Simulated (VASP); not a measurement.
OSZICAR of a VASP run on TiO₂ (rutile):

File OSZICAR:
```
       N       E                     dE             d eps       ncg     rms          rms(c)
DAV:   1     0.698164156998E+03    0.69816E+03   -0.25236E+04  1688   0.200E+03
DAV:   2     0.673309683268E+02   -0.63083E+03   -0.60755E+03  1804   0.581E+02
DAV:   3    -0.568458091457E+02   -0.12418E+03   -0.12190E+03  2588   0.221E+02
DAV:   4    -0.620261224076E+02   -0.51803E+01   -0.51758E+01  2288   0.501E+01
DAV:   5    -0.622543059544E+02   -0.22818E+00   -0.22812E+00  2376   0.832E+00    0.316E+01
DAV:   6    -0.425332935751E+02    0.19721E+02   -0.15506E+02  2028   0.106E+02    0.144E+01
DAV:   7    -0.416793839558E+02    0.85391E+00   -0.31598E+01  2096   0.432E+01    0.796E+00
DAV:   8    -0.411617018561E+02    0.51768E+00   -0.26323E+00  2176   0.139E+01    0.367E+00
DAV:   9    -0.412056022976E+02   -0.43900E-01   -0.89342E-01  2576   0.647E+00    0.211E+00
DAV:  10    -0.411897543499E+02    0.15848E-01   -0.58196E-01  2328   0.647E+00    0.875E-01
DAV:  11    -0.411773687625E+02    0.12386E-01   -0.75998E-02  2172   0.201E+00    0.763E-02
DAV:  12    -0.411776125638E+02   -0.24380E-03   -0.21302E-03  2124   0.368E-01    0.414E-02
DAV:  13    -0.411775775996E+02    0.34964E-04   -0.22562E-04  2336   0.149E-01    0.782E-03
DAV:  14    -0.411775755529E+02    0.20467E-05   -0.12695E-05  2184   0.288E-02    0.528E-03
DAV:  15    -0.411775735866E+02    0.19663E-05   -0.23781E-06  2304   0.138E-02    0.258E-03
DAV:  16    -0.411775736792E+02   -0.92608E-07   -0.41132E-07  1724   0.618E-03
   1 F= -.41177574E+02 E0= -.41177574E+02  d E =0.000000E+00
```

Which electronic solver shows in the log?

It is blocked Davidson (ALGO = Normal, or the opening steps of other solvers). The INCAR had ALGO = Normal.

Can the final energy be trusted as converged?

The run converged. It stopped with EDIFF = 1E-7, NELM = 100 (vdW-DF2, plane waves, VASP's PBE PAW potentials (set 64)).

The compound is TiO2 in the rutile structure. It was relaxed first, which changed the volume by +7 %.
